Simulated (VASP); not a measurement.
An input for Ansatz (written as the equivalent of a VASP run, and not itself run):

Ansatz 0.2 input:
```yaml
crystal:
  lattice:
    - [-1.5879480, 1.5879480, 1.5879480]
    - [1.5879480, -1.5879480, 1.5879480]
    - [1.5879480, 1.5879480, -1.5879480]
  atoms:
    - { symbol: Na, position: [0.0000000, 0.0000000, 0.0000000] }
kpoints:
  mp_grid: { grid: [16, 16, 16] }
hamiltonian:
  xc: pbesol
  pseudopotentials: { kind: paw }
scf:
  occupations: { method: methfessel_paxton, width: 0.1 }
  max_iter: 100
relax:
  max_steps: 40
  f_tol: 0.02
  cell: { p_target: 30 }
output: { forces: true, stress: true, eigenvalues: true }
```

Question: Write the VASP files for the same calculation (PBEsol).

Answer: One answer among several that fit: 
**KPOINTS**
```
Automatic mesh
0
Gamma
16 16 16
0 0 0
```

### POSCAR
```
Na
1
   -1.5879480073     1.5879480073     1.5879480073
    1.5879480073    -1.5879480073     1.5879480073
    1.5879480073     1.5879480073    -1.5879480073
Na
1
Direct
  0.0000000000   0.0000000000   0.0000000000
```

INCAR:
```
! general
SYSTEM  = Na
PREC    = Accurate
ENCUT   = 500   ! plane-wave cut-off (eV)
LREAL   = .False.
LASPH   = .True.

! electronic loop
EDIFF   = 1E-6   ! SCF stop (eV)
NELM    = 100   ! most electronic steps
ALGO    = Normal   ! blocked Davidson

! smearing
ISMEAR  = 1   ! Methfessel-Paxton
SIGMA   = 0.1   ! width (eV)

! functional
GGA     = PS   ! PBEsol

! ions
IBRION  = 2   ! conjugate gradients
NSW     = 40
ISIF    = 3   ! ions, shape and volume
EDIFFG  = -0.02   ! ionic stop
PSTRESS = 300   ! kbar

! output
LWAVE   = .False.
LCHARG  = .False.
```

POTCAR, in this order: Na_pv (PBE.64 set). Program: vasp_std.

Limits of the translation: each code has its own PAW files, so the cut-off isn't converted (ENCUT is set for VASP's; basis.ecutwfc is left out, and Ansatz then takes the one that its files recommend); Ansatz stops its SCF on the density residual and VASP on the energy change (EDIFF).

The compound is Na in the bcc structure. This run relaxes it under an external pressure of 30 GPa. Symmetry was kept, so distortions that lower it aren't found.
